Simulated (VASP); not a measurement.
Here is the system:

```yaml
crystal:
  lattice:
    - [2.84270, 0.00000, 0.00000]
    - [-1.42135, 2.46185, 0.00000]
    - [0.00000, 0.00000, 5.60557]
  atoms:
    - { symbol: Co, position: [0.66667, 0.33333, 0.97894], spin: 1.5 }
    - { symbol: Co, position: [0.33333, 0.66667, 0.47894], spin: 1.5 }
    - { symbol: O, position: [0.66667, 0.33333, 0.64626], spin: 0.1 }
    - { symbol: O, position: [0.33333, 0.66667, 0.14626], spin: 0.1 }
```

All values below come from PBEsol GGA, VASP's PBE PAW potentials (set 64) (plane waves; VASP). Numerical set-up: 520 eV cut-off, Gaussian smearing of 0.050 eV, potentials Co O.

The moments were started parallel, and other spin orders were not tried in this run.

Question: Predict the cell moment, band gap (along the path) with the smallest direct gap where there is one.

Answer: 
```json
{
  "band gap (along the path)": "none (metal, semimetal or under 0.01 eV)",
  "cell_moment": "3.29 μB"
}
```

The absolute energy has meaning only against runs of the same code, potentials and settings.

The structure was generated: CoO was put into the wurtzite type (P6_3mc), which need not be its known phase. It was relaxed first, which changed the volume by -13 %.
